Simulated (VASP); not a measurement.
Input:

```xyz
2
Lattice="2.9215 0.0000 0.0000 0.0000 2.9215 0.0000 0.0000 0.0000 2.9215" Properties=species:S:1:pos:R:3 pbc="T T T"
W      0.0000     0.0000     0.0000
C      1.4607     1.4607     1.4607
```

Computed with r2SCAN meta-GGA, VASP's PBE PAW potentials (set 64) (plane waves; VASP 6.6.1). Numerical set-up: 520 eV cut-off, 8×8×8 Γ-centred mesh, Gaussian smearing of 0.050 eV, potentials W_sv C.

Energy and stress use the plane-wave basis of the starting cell.

**Question.** The ions, cell shape and volume are relaxed. Which structure does the run end with?

**Answer.** 
```xyz
2
Lattice="2.7219 0.0000 0.0000 0.0000 2.7219 0.0000 0.0000 0.0000 2.7219" Properties=species:S:1:pos:R:3 pbc="T T T"
W      2.7219     2.7219     0.0000
C      1.3610     1.3610     1.3610
```
Space group Pm-3m (221), at a tolerance of 0.03 Å.

**Question.** How do energy and volume change from the first to the last step?

**Answer.** The energy (σ→0) changes by -460.0 meV/atom and the volume by -19.1 %, in 16 ionic steps.

The structure was generated: WC was put into the CsCl type (Pm-3m), which need not be its known phase. This run relaxes it. Symmetry was kept, so distortions that lower it aren't found.
